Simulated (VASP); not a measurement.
OSZICAR of a VASP run on Sb (space group Pm-3m):

### OSZICAR
```
       N       E                     dE             d eps       ncg     rms          rms(c)
DAV:   1     0.638897513234E+01    0.63890E+01   -0.14436E+03   684   0.435E+02
DAV:   2    -0.457836373880E+01   -0.10967E+02   -0.10024E+02   972   0.676E+01
DAV:   3    -0.477457405809E+01   -0.19621E+00   -0.19594E+00   786   0.100E+01
DAV:   4    -0.477543435172E+01   -0.86029E-03   -0.86029E-03   948   0.859E-01
DAV:   5    -0.477543712594E+01   -0.27742E-05   -0.27745E-05   900   0.361E-02    0.222E+00
DAV:   6    -0.477188272260E+01    0.35544E-02   -0.25399E-04   870   0.137E-01    0.132E+00
DAV:   7    -0.476960088393E+01    0.22818E-02   -0.71500E-04   792   0.219E-01    0.538E-02
DAV:   8    -0.476960961321E+01   -0.87293E-05   -0.14884E-05   900   0.337E-02    0.418E-03
DAV:   9    -0.476961005929E+01   -0.44608E-06   -0.25932E-07   588   0.475E-03
   1 F= -.47696101E+01 E0= -.47698034E+01  d E =-.476961E+01
```

**Question.** Which electronic solver shows in the log?

**Answer.** It is blocked Davidson (ALGO = Normal, or the opening steps of other solvers). The INCAR had ALGO = Normal.

**Question.** Can the final energy be trusted as converged?

**Answer.** The calculation finished and met its thresholds. It stopped with EDIFF = 1E-6, NELM = 100, NSW = 60 and EDIFFG = -0.01 after 1 ionic step (LDA (Ceperley-Alder, Perdew-Zunger), plane waves, VASP's LDA PAW potentials (set 64)).

The structure comes from a computed database's Sb entry (Pm-3m); how it stands against other phases isn't given here. It was relaxed first. The start is the result of an earlier pass.
